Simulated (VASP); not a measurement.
Data:

```yaml
crystal:
  lattice:
    - [0.00000, 3.02437, 3.02437]
    - [3.02437, 0.00000, 3.02437]
    - [3.02437, 3.02437, 0.00000]
  atoms:
    - { symbol: Sn, position: [0.50000, 0.50000, 0.50000] }
    - { symbol: Sb, position: [0.00000, 0.00000, 0.00000] }
```

Computed with LDA (Ceperley-Alder, Perdew-Zunger) with spin-orbit coupling, VASP's LDA PAW potentials (set 64) (plane waves; VASP). Settings: 400 eV cut-off, 9×9×9 Γ-centred mesh, Gaussian smearing of 0.050 eV, potentials Sn_d Sb.

**Question.** Give the energies of bands 13 to 25 at the high-symmetry points, in eV from the Fermi level.

**Answer.** 
| band | Γ | X | U | L | W |
|---|---|---|---|---|---|
| 13 | -2.22 | -5.56 | -7.16 | -8.28 | -7.13 |
| 14 | -2.22 | -5.56 | -7.16 | -8.28 | -7.13 |
| 15 | -1.34 | -5.37 | -4.89 | -0.43 | -4.49 |
| 16 | -1.34 | -5.37 | -4.89 | -0.43 | -4.49 |
| 17 | -0.56 | -3.23 | -2.45 | 0.06 | -4.42 |
| 18 | -0.56 | -3.23 | -2.45 | 0.06 | -4.42 |
| 19 | -0.56 | -2.82 | -1.68 | 0.65 | 1.05 |
| 20 | -0.56 | -2.82 | -1.68 | 0.65 | 1.05 |
| 21 | 4.09 | 2.50 | 4.39 | 1.07 | 1.79 |
| 22 | 4.09 | 2.50 | 4.39 | 1.07 | 1.79 |
| 23 | 4.93 | 6.65 | 4.60 | 1.35 | 5.66 |
| 24 | 4.93 | 6.65 | 4.60 | 1.35 | 5.66 |
| 25 | 4.93 | 7.38 | 5.54 | 1.73 | 5.71 |

It has no gap at this level: it comes out as a metal or semimetal.

The structure comes from a computed database's SnSb entry (Fm-3m); how it stands against other phases isn't given here. It was relaxed first.
